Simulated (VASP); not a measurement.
A convergence study with VASP on Sn (space group no. 141 when undisturbed): one setting is varied, all else stays as given below, so the limit is that of these other settings. One atom is moved off its site, so that forces are finite.

```yaml
crystal:
  lattice:
    - [-2.92374, 2.92374, 1.59477]
    - [2.92374, -2.92374, 1.59477]
    - [2.92374, 2.92374, -1.59477]
  atoms:
    - { symbol: Sn, position: [0.26568, 0.76568, 0.50000] }
    - { symbol: Sn, position: [0.00000, 0.00000, 0.00000] }
```

All values below come from PBE GGA, VASP's PBE PAW potentials (set 64) (plane waves; VASP 6.6.1). The tightest run used: 720 eV cut-off, 12×12×12 Γ-centred mesh, Gaussian smearing of 0.10 eV, potentials Sn_d.

Problem. The settings run are ENCUT = 105; ENCUT = 120; ENCUT = 135; ENCUT = 150; ENCUT = 165; ENCUT = 180; ENCUT = 210; ENCUT = 240; ENCUT = 270; ENCUT = 330; ENCUT = 360; ENCUT = 405; ENCUT = 450; ENCUT = 525; ENCUT = 600; ENCUT = 720. From which on does the stress (every component) stay within 0.2 GPa of the tightest run?

Solution. From ENCUT = 405 on: it is off by 0.05 there and by no more than 0.2 in any finer run, while ENCUT = 360 is off by 0.35.
| setting | E (eV/atom) | pressure (GPa) | largest force (eV/Å) | plane waves | difference judged (GPa) |
|---|---|---|---|---|---|
| ENCUT = 105 | 66.3086 | -2072.62 | 2.275 | 143 | 2078.85 |
| ENCUT = 120 | 23.3907 | -1018.02 | 0.298 | 173 | 1024.68 |
| ENCUT = 135 | 6.3343 | -492.80 | 0.149 | 208 | 495.57 |
| ENCUT = 150 | 0.0583 | -239.32 | 0.066 | 244 | 242.59 |
| ENCUT = 165 | -2.4249 | -114.22 | 0.003 | 276 | 116.79 |
| ENCUT = 180 | -3.3515 | -53.14 | 0.018 | 314 | 55.65 |
| ENCUT = 210 | -3.7630 | -8.13 | 0.018 | 388 | 10.27 |
| ENCUT = 240 | -3.7975 | 1.22 | 0.020 | 480 | 0.89 |
| ENCUT = 270 | -3.7993 | 2.04 | 0.019 | 563 | 0.07 |
| ENCUT = 330 | -3.7973 | 1.55 | 0.019 | 762 | 0.55 |
| ENCUT = 360 | -3.7976 | 1.76 | 0.019 | 862 | 0.35 |
| ENCUT = 405 | -3.7987 | 2.06 | 0.019 | 1030 | 0.05 |
| ENCUT = 450 | -3.7989 | 2.11 | 0.019 | 1203 | 0.00 |
| ENCUT = 525 | -3.7986 | 2.05 | 0.019 | 1506 | 0.06 |
| ENCUT = 600 | -3.7987 | 2.10 | 0.019 | 1846 | 0.01 |
| ENCUT = 720 | -3.7987 | 2.11 | 0.019 | 2419 | 0.00 |

Left out are rungs that failed or repeat a setting and relaxations that didn't move; long series are thinned to 24 rows.

The structure is a typed Sn crystal (space group no. 141). The cell was not relaxed at this level, it is distorted from the ideal structure.
